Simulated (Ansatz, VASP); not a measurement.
# Cross-check of GaP between VASP and Ansatz

One calculation is typed for both programs; each brings its own data sets. How far apart do they land? The cell is taken from a series of runs on this material, whose earlier steps may have relaxed, scaled, displaced or heated it; both programs get it as it stands.

Calculated with Ansatz 0.2.0; plane waves, with VASP 6.6.1 beside it; PBE.

## (1) Set-up

It takes space group F-43m (No. 216, cubic). Conventional cell: a = 5.356 Å, b = 5.356 Å, c = 5.356 Å, α = 90.00°, β = 90.00°, γ = 90.00°. Nearest to P lie 4 Ga at 2.32 Å. Ga has 4 P at 2.32 Å nearest. Farther neighbours are not listed.

Coordinates:

```
P Ga
1.0
     0.00000    2.67779    2.67779
     2.67779    0.00000    2.67779
     2.67779    2.67779    0.00000
P Ga
1 1
Direct
  0.75000 0.75000 0.75000
  0.00000 0.00000 0.00000
```

## (2) VASP: single point, PBE, pair 1

A single point takes one fixed geometry, so differences don't come from the geometry; what else differs is listed under the comparison.

Lines of VASP's logs that name or quote its potential files are left out, and so is its time.

The input, INCAR:

```
SYSTEM = GaP
PREC = Accurate
ENCUT = 500
EDIFF = 1E-06
NELM = 120
ISMEAR = 0
SIGMA = 0.01
LREAL = .FALSE.
ALGO = Normal
GGA = PE
NBANDS = 15
LORBIT = 11
LWAVE = .FALSE.
LCHARG = .FALSE.
ISIF = 2
LASPH = .TRUE.
GGA_COMPAT = .FALSE.
EFERMI = MIDGAP
```

The input, POSCAR:

```
GaP
1.0
    0.0000000000      2.6777898463      2.6777898463
    2.6777898463      0.0000000000      2.6777898463
    2.6777898463      2.6777898463      0.0000000000
P Ga
1 1
Direct
    0.7500000000      0.7500000000      0.7500000000
    0.0000000000      0.0000000000      0.0000000000
```

The input, KPOINTS:

```
Automatic mesh
0
Gamma
12 12 12
0 0 0
```

The projector-augmented-wave data sets are P and Ga_d (PBE family, release 64).

On the command line:

```console
$ mpirun -np 1 vasp_std
```

Numbers of over 12 decimals in the logs are rounded to 6 here.

The log of the run:

```text
[banner, memory and clock lines left out]
running    1 mpi-ranks, on    1 nodes
 distrk:  each k-point on    1 cores,    1 groups
 distr:  one band on    1 cores,    1 groups

 POSCAR found type information on POSCAR P Ga
 POSCAR found :  2 types and       2 ions
 LDA part: xc-table for (Slater+PW92), standard interpolation
 POSCAR, INCAR and KPOINTS ok, starting setup
 FFT: planning ... GRIDC
 FFT: planning ... GRID_SOFT
 FFT: planning ... GRID
 WAVECAR not read
 entering main loop
       N       E                     dE             d eps       ncg     rms          rms(c)
DAV:   1     0.812139308797E+02    0.81214E+02   -0.89146E+03  2224   0.173E+03
DAV:   2    -0.324488488272E+01   -0.84459E+02   -0.80311E+02  2447   0.315E+02
DAV:   3    -0.924143327431E+01   -0.59965E+01   -0.59762E+01  2692   0.684E+01
DAV:   4    -0.933718643859E+01   -0.95753E-01   -0.95728E-01  2610   0.921E+00
DAV:   5    -0.933908302671E+01   -0.18966E-02   -0.18964E-02  2813   0.114E+00    0.452E+00
DAV:   6    -0.908476850931E+01    0.25431E+00   -0.40283E-01  3323   0.119E+01    0.301E+00
DAV:   7    -0.905334145250E+01    0.31427E-01   -0.11118E-01  2839   0.242E+00    0.117E+00
DAV:   8    -0.905357126834E+01   -0.22982E-03   -0.14708E-02  2694   0.159E+00    0.231E-01
DAV:   9    -0.905395101194E+01   -0.37974E-03   -0.14510E-03  2806   0.545E-01    0.801E-02
DAV:  10    -0.905400536224E+01   -0.54350E-04   -0.11285E-04  3421   0.128E-01    0.343E-02
DAV:  11    -0.905406962809E+01   -0.64266E-04   -0.86761E-05  2496   0.793E-02    0.477E-03
DAV:  12    -0.905406942874E+01    0.19935E-06   -0.25616E-06  2650   0.225E-02
   1 F= -.90540694E+01 E0= -.90540694E+01  d E =0.000000E+00
```

From OUTCAR (step 2):

```text
ion  position               nearest neighbor table
   1  0.750  0.750  0.750-   2 2.32   2 2.32   2 2.32   2 2.32
   2  0.000  0.000  0.000-   1 2.32   1 2.32   1 2.32   1 2.32

  LATTYP: Found a face centered cubic cell.
 ALAT       =     5.3555796926

 Subroutine GETGRP returns: Found 24 space group operations
 (whereof 24 operations were pure point group operations)

The static configuration has the point symmetry T_d .

 Found     72 irreducible k-points:

   k-points           NKPTS =     72   k-points in BZ     NKDIM =     72   number of bands    NBANDS=     15

   dimension x,y,z NGX =    28 NGY =   28 NGZ =   28
   dimension x,y,z NGXF=    56 NGYF=   56 NGZF=   56

   ENCUT  =  500.0 eV  36.75 Ry    6.06 a.u.   6.90  6.90  6.90*2*pi/ulx,y,z

   NELECT =      18.0000    total number of electrons

 k-points in reciprocal lattice and weights: Automatic mesh
   0.00000000  0.00000000  0.00000000       0.001
   0.08333333  0.00000000  0.00000000       0.005
   0.16666667  0.00000000  0.00000000       0.005
   0.25000000  0.00000000  0.00000000       0.005
   0.33333333  0.00000000  0.00000000       0.005
   0.41666667  0.00000000  0.00000000       0.005
   0.50000000  0.00000000  0.00000000       0.002
   0.08333333  0.08333333  0.00000000       0.003
   0.16666667  0.08333333  0.00000000       0.014
[...]
-0.33333333  0.50000000  0.16666667       0.007
  -0.25000000  0.50000000  0.25000000       0.003

 average (electrostatic) potential at core
       1 -82.8972       2 -64.8991

 E-fermi :   5.9536

 k-point     1 :       0.0000    0.0000    0.0000
  band No.  band energies     occupation
    ...
      5      -9.3274      2.00000
      6      -7.6961      2.00000
      7       5.2051      2.00000
      8       5.2051      2.00000
      9       5.2051      2.00000
     10       7.4745      0.00000
     11       9.0767      0.00000
     12       9.0767      0.00000
     13       9.0767      0.00000
     14      14.2433      0.00000
    ...

 k-point     2 :       0.0833    0.0000    0.0000
  band No.  band energies     occupation
    ...
      5      -9.3275      2.00000
      6      -7.5986      2.00000
      7       4.3131      2.00000
      8       5.0848      2.00000
      9       5.0848      2.00000
     10       7.8862      0.00000
     11       9.2591      0.00000
     12       9.2591      0.00000
     13       9.3395      0.00000
     14      14.6880      0.00000
    ...

 k-point     3 :       0.1667    0.0000    0.0000
  band No.  band energies     occupation
    ...
      5      -9.3273      2.00000
      6      -7.3134      2.00000
      7       2.7703      2.00000
      8       4.8032      2.00000
      9       4.8032      2.00000
     10       7.8476      0.00000
     11       9.6615      0.00000
     12       9.6615      0.00000
     13      10.4434      0.00000
     14      14.2066      0.00000
    ...

  Total        1.8175364      1.8175364      1.8175364      0.0000000      0.0000000     -0.0000000
  in kB       75.8288094     75.8288094     75.8288094      0.0000000      0.0000000     -0.0000000
  external PRESSURE =      75.8288094 kB  Pullay stress =       0.0000000 kB

  energy-cutoff  :      500.00
  volume of cell :       38.40
      direct lattice vectors                 reciprocal lattice vectors
     0.000000000  2.677789846  2.677789846    -0.186721150  0.186721150  0.186721150
     2.677789846  0.000000000  2.677789846     0.186721150 -0.186721150  0.186721150
     2.677789846  2.677789846  0.000000000     0.186721150  0.186721150 -0.186721150

 POSITION                                       TOTAL-FORCE (eV/Angst)
 -----------------------------------------------------------------------------------
      4.01668      4.01668      4.01668        -0.000000     -0.000000     -0.000000
      0.00000      0.00000      0.00000         0.000000      0.000000      0.000000
 -----------------------------------------------------------------------------------
    total drift:                               -0.000001     -0.000001     -0.000000

  FREE ENERGIE OF THE ION-ELECTRON SYSTEM (eV)
  ---------------------------------------------------
  free  energy   TOTEN  =        -9.0540694287 eV

  energy  without entropy=       -9.0540694287  energy(sigma->0) =       -9.05406943

 total charge
# of ion       s       p       d       tot
------------------------------------------
    1        1.018   1.559   0.000   2.577
    2        0.867   0.908  10.024  11.799
--------------------------------------------------
tot          1.885   2.467  10.024  14.376

[... 3 further parts left out ...]
```

The run ends at a pressure of 7.58 GPa.

## (3) Ansatz: single point, PBE, pair 1

Ansatz runs on its PAW soft_1 files.

The same cell, functional and mesh now go to Ansatz, which takes its cutoff from its data sets.

The input, input.yaml:

```yaml
crystal:
  lattice:
    - [0.0, 2.6777898463, 2.6777898463]
    - [2.6777898463, 0.0, 2.6777898463]
    - [2.6777898463, 2.6777898463, 0.0]
  atoms:
    - { symbol: P, position: [0.75, 0.75, 0.75] }
    - { symbol: Ga, position: [0.0, 0.0, 0.0] }
kpoints:
  mp_grid: { grid: [12, 12, 12] }
hamiltonian:
  xc: pbe
  pseudopotentials: { kind: paw, azcp: { folder: soft_1 } }
scf:
  occupations: { method: fixed }
output:
  forces: true
  stress: true
  eigenvalues: true
```

On the command line:

```console
$ ansatz run input.yaml --threads 4 --pin off --max-ram 10240MiB --backend cpu --events-out ev --progress --plain --runs-dir out
```

The log of the run:

```text
Engine: ansatz 0.2.0, x86_64-unknown-linux-gnu
Pseudopotentials: kind: paw
Pseudopotential: P, paw, valence charge 5, recommended cutoff 420 eV (normal), soft_1/P.paw.azcp
Pseudopotential: Ga, paw, valence charge 13, recommended cutoff 420 eV (normal), soft_1/Ga.paw.azcp
Functional definition: PBE
  parameter kappa = 0.804
  parameter beta = 0.066725
  exchange = pbe_x(kappa = kappa, mu = beta*pi^2/3)
  correlation = pbe_c(beta = beta)
Crystal: 2 atoms, lattice volume = 38.402 Å³
Basis set: ecut = 420 eV, 749 PW (Γ), exchange–correlation on 54×54×54 points (8 copies of the dense FFT grid, shifted against one another)
Bands: 13, of which v1, the nominal top of the filled ones, is band 9 counted from 1 (8 counted from 0)
Symmetry: 24 space group operations
Space group: F-43m (ITA 216), of the structure as read, at distance tolerance 3.4e-5 Å
k-points: 72 of 1728 (time reversal used)
Non-local potential: P, projectors of the file, l = 0: 2, l = 1: 2, l = 2: 1
Non-local potential: Ga, projectors of the file, l = 0: 2, l = 1: 2, l = 2: 3, l = 3: 1
PAW form: soft (Blöchl's): semilocal exchange-correlation on the pseudo side does not see the compensation charge
PAW one-centre angular grid: P, 110 points (default); XC on 64 Gauss nodes
PAW one-centre angular grid: Ga, 590 points (default); XC on 64 Gauss nodes
Initial density: superposition of atomic densities (chi_scale 0.1, normalization cell, long waves kept (reshape's long-wave potential 0.00 eV rms))
Initial wavefunctions: pseudopotential atomic-orbital guess
Functional: x = pbe(κ = 0.804, μ = 0.219515), c = pbe(β = 0.066725)
SCF iter   1: F=—  HF=-4539.652445 eV  |F-HF|=—  |Δ(HF+E_count)|=         —  Δρ=4.84e-2  dr2=7.37e-1  ethr=3.10e-3  ⟨swp⟩=5.0  Hψ=5058  notcnv=0  defer=129
preconditioner: auto → none  [insulator: Δε(μ)=1.880 eV  Ē_g=15.561 eV  n_scr=14 (ndim 8)  ℏωp=25.4 eV  f_vac=0.000  ε∞_Penn≈3.7]
SCF iter   2: F=—  HF=-4539.496154 eV  |F-HF|=—  |Δ(HF+E_count)|=   1.56e-1  Δρ=2.23e-2  dr2=1.03e-1  ethr=3.10e-3  ⟨swp⟩=2.1  Hψ=1782  notcnv=0  defer=131
SCF iter   3: F=—  HF=-4539.493324 eV  |F-HF|=—  |Δ(HF+E_count)|=   2.83e-3  Δρ=5.64e-3  dr2=1.09e-2  ethr=5.70e-4  ⟨swp⟩=3.0  Hψ=1739  notcnv=0  defer=133
SCF iter   4: F=—  HF=-4539.490657 eV  |F-HF|=—  |Δ(HF+E_count)|=   2.67e-3  Δρ=2.42e-3  dr2=9.20e-4  ethr=6.07e-5  ⟨swp⟩=2.4  Hψ=1786  notcnv=0  defer=135
SCF iter   5: F=—  HF=-4539.490203 eV  |F-HF|=—  |Δ(HF+E_count)|=   4.54e-4  Δρ=4.91e-4  dr2=3.59e-5  ethr=5.11e-6  ⟨swp⟩=2.0  Hψ=1736  notcnv=0  defer=136
SCF iter   6: F=—  HF=-4539.490220 eV  |F-HF|=—  |Δ(HF+E_count)|=   1.74e-5  Δρ=4.34e-5  dr2=3.18e-7  ethr=1.99e-7  ⟨swp⟩=2.6  Hψ=1489  notcnv=0  defer=74
SCF iter   7: F=-4539.490220 eV  HF=-4539.490220 eV  |F-HF|=1.40e-8  |Δ(HF+E_count)|=   8.00e-9  Δρ=5.20e-6  dr2=7.52e-9  ethr=5.56e-10  ⟨swp⟩=7.9  Hψ=6054  notcnv=0
SCF 1 converged in 7 iterations: F = -4539.490220 eV  dr2 = 7.52e-9
  greatest PAW one-centre occupation: 0.994 electrons in one spin orbital (limit 2), on the Ga atom at site 1 (counted from 0), in its partial waves of l = 2
SCF converged after 7 iterations
Free energy (F): -4539.490220 eV
Harris-Foulkes:  -4539.490220 eV  (|F-HF|=1.40e-8)
Internal energy: -4539.490220 eV  (E = F + TS)
E sigma→0 (E₀):  -4539.490220 eV
Fermi energy:    7.755519 eV
--- Per-component energies (eV) ---
  E_band       = -48.561551
  E_kinetic    = 182.613837
  E_local      = -1640.455274  (includes V_loc(G=0)·N_el)
  E_nonlocal   = -59.859617
  E_hartree    = 1001.565434
  E_xc         = -137.232682
  E_vxc        = -118.338180  (∫ρ·V_xc dr)
  E_paw        = -2550.211935  (= ΣΔE_a)
  E_vpaw       = -415.650468  (= ΣTr[D̂ρ^β])
  E_aug_tail   = -0.000207  (compensation charges beyond the density's cutoff)
  E_ewald      = -1335.909776
  E_smearing   = -0.000000  (= −TS)
  E_closure    = 0.000000  (closes the sum)
  Σ components = -4539.490220   (vs F -4539.490220, Δ=0.00e0)
--- Forces (eV/Å), atoms counted from 1 ---
  atom   1  P      0.00000000    -0.00000000     0.00000000
  atom   2  Ga     0.00000000    -0.00000000    -0.00000000
  max |Σ_I F_I| component: 2.80e-16 eV/Å
--- Stress (GPa, compression-positive) ---
        7.729039      -0.000000       0.000000
        0.000000       7.729039       0.000000
        0.000000       0.000000       7.729039
  P = ⅓ Tr σ = 7.7290 GPa (77.290 kbar)
--- Band table (eV; the first three rows and the last of 72) ---
  k-point 0: bands = [... 5 lower, -5.1457, 7.7555, 7.7555, 7.7555, 10.0259, 11.6230, 11.6230, 11.6230]
  k-point 1: bands = [... 5 lower, -5.0480, 6.8639, 7.6352, 7.6352, 10.4373, 11.8051, 11.8051, 11.8855]
  k-point 2: bands = [... 5 lower, -4.7626, 5.3213, 7.3534, 7.3534, 10.3982, 12.2065, 12.2066, 12.9888]
  k-point 71: bands = [... 5 lower, -1.8151, 0.9761, 3.9243, 4.0729, 12.4645, 12.8454, 13.8866, 14.0097]
```

Reading the cycles: dr2 is the Hartree energy of the density residual (eV), the measure of convergence; HF is the Harris–Foulkes estimate of the energy, which meets the free energy F at convergence.

The run ends at a pressure of 7.73 GPa.

## (4) Differences

Known differences besides the potentials themselves: fixed occupations in Ansatz, narrow Gaussian smearing in VASP; the cutoff is 420 eV in Ansatz and 500 eV in VASP. Total energies have different zeros and are not compared.

Compared:

| quantity | Ansatz | VASP | difference |
| --- | --- | --- | --- |
| pressure (GPa) | 7.73 | 7.58 | +0.15 |
| gap on the k mesh (eV) | 1.497 | 1.497 | 0.000 |

A gap on the mesh is an upper bound, since the band edges may lie between its points.

## (5) Ansatz: single point, PBE, pair 2

With cell and atoms fixed, the geometry can't cause a difference; cores, projectors, grids and the points listed under the comparison can. The cell compared in this pair holds 37.57 Å³, against 38.40 Å³ for the pair before.

The cell is taken from a series of runs on this material, whose earlier steps may have relaxed, scaled, displaced or heated it; both programs get it as it stands.

input.yaml, the sections that differ from step 3:

```yaml
crystal:
  lattice:
    - [0.0, 2.6582432382, 2.6582432382]
    - [2.6582432382, 0.0, 2.6582432382]
    - [2.6582432382, 2.6582432382, 0.0]
  atoms:
    - { symbol: P, position: [0.75, 0.75, 0.75] }
    - { symbol: Ga, position: [0.0, 0.0, 0.0] }
# kpoints, hamiltonian, scf, output: as in step 3
```

The log of the run:

```text
[...]
Crystal: 2 atoms, lattice volume = 37.568 Å³
Basis set: ecut = 420 eV, 725 PW (Γ), exchange–correlation on 54×54×54 points (8 copies of the dense FFT grid, shifted against one another)
Bands: 13, of which v1, the nominal top of the filled ones, is band 9 counted from 1 (8 counted from 0)
Symmetry: 24 space group operations
[...]
k-points: 72 of 1728 (time reversal used)
[...]
--- Band table (eV; the first three rows and the last of 72) ---
  k-point 0: bands = [... 5 lower, -5.0274, 8.0528, 8.0528, 8.0528, 10.5094, 11.9088, 11.9088, 11.9088]
  k-point 1: bands = [... 5 lower, -4.9266, 7.1609, 7.9278, 7.9278, 10.8826, 12.0964, 12.0964, 12.2056]
  k-point 2: bands = [... 5 lower, -4.6324, 5.5939, 7.6367, 7.6367, 10.7840, 12.5078, 12.5078, 13.3804]
  k-point 71: bands = [... 5 lower, -1.5780, 1.1703, 4.1094, 4.2545, 12.7631, 13.2342, 14.1751, 14.3665]
[key lines of the parts left out:]
SCF converged after 7 iterations
Free energy (F): -4539.443500 eV
Fermi energy:    8.052772 eV
P = ⅓ Tr σ = 10.2517 GPa (102.517 kbar)
```

For the gap on the k-mesh, step 4 gave 1.50; this run, with cell volume -2.2 %, gives 1.45.

## (6) VASP: single point, PBE, pair 2

The same cell, functional and mesh now go to VASP, with its own data sets.

INCAR is that of step 2.

The input, POSCAR:

```
GaP
1.0
    0.0000000000      2.6582432382      2.6582432382
    2.6582432382      0.0000000000      2.6582432382
    2.6582432382      2.6582432382      0.0000000000
P Ga
1 1
Direct
    0.7500000000      0.7500000000      0.7500000000
    0.0000000000      0.0000000000      0.0000000000
```

KPOINTS is that of step 2.

On the command line:

```console
$ mpirun -np 1 vasp_std
```

The log of the run:

```text
[... set-up lines as in an earlier step ...]
 entering main loop
       N       E                     dE             d eps       ncg     rms          rms(c)
DAV:   1     0.812488998015E+02    0.81249E+02   -0.89979E+03  2208   0.172E+03
DAV:   2    -0.287586188571E+01   -0.84125E+02   -0.79902E+02  2391   0.320E+02
DAV:   3    -0.918825797345E+01   -0.63124E+01   -0.62865E+01  2699   0.695E+01
DAV:   4    -0.929833590505E+01   -0.11008E+00   -0.11001E+00  2617   0.963E+00
[...]
DAV:  10    -0.900776633966E+01   -0.49204E-04   -0.11236E-04  3463   0.134E-01    0.325E-02
DAV:  11    -0.900782824111E+01   -0.61901E-04   -0.82883E-05  2503   0.776E-02    0.478E-03
DAV:  12    -0.900782808315E+01    0.15796E-06   -0.24533E-06  2604   0.223E-02
   1 F= -.90078281E+01 E0= -.90078281E+01  d E =0.000000E+00
```

[end of part 1 of 2]

[Lines on the potential files, build, host, timing and source positions are cut from VASP's logs without a mark.]

[Logs are printed without paths, hosts, clocks, repeated set-up lines and the standing remarks that a program may print on its own settings, such as how far it seeks lower states.]

[Hosts, paths, dates, database ids (printed as entryN), source tags and the programs' standing remarks are cut or masked in the printed files.]
